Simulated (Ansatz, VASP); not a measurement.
**CsCd in VASP and in Ansatz**

```
CELL_PARAMETERS angstrom
4.73185 0.00000 0.00000
0.00000 4.73185 0.00000
0.00000 0.00000 4.73185
ATOMIC_POSITIONS crystal
Cs 0.00000 0.00000 0.00000
Cd 0.50000 0.50000 0.50000
```

Alike in both runs: functional PBE; k mesh 8 × 8 × 8; occupations fermi-dirac, width 0.05 eV; no spin polarisation.

Ansatz relaxed the structure, and its values are those at the end. VASP's run is a single point on that final structure, the one shown.

|  | VASP | Ansatz |
| --- | --- | --- |
| version | VASP 6.6.1 | Ansatz 0.2.0 |
| potentials or method | VASP PAW PBE potentials, release 64 (Cs_sv, Cd) | PAW with Ansatz's default frozen-core files, scalar-relativistic |
| plane-wave cutoff (eV) | 520 | 420 |
| valence electrons in the cell | 21 | 29 |

```csv
,VASP,Ansatz,Ansatz less VASP
pressure (GPa),0.0,0.0,-0.01
```

With one functional, cell and mesh, what is left measures potentials, basis and numerics. The two sets of potentials don't hold the same shells in valence.

Spin-orbit coupling is left out, which matters for the levels of Cs.
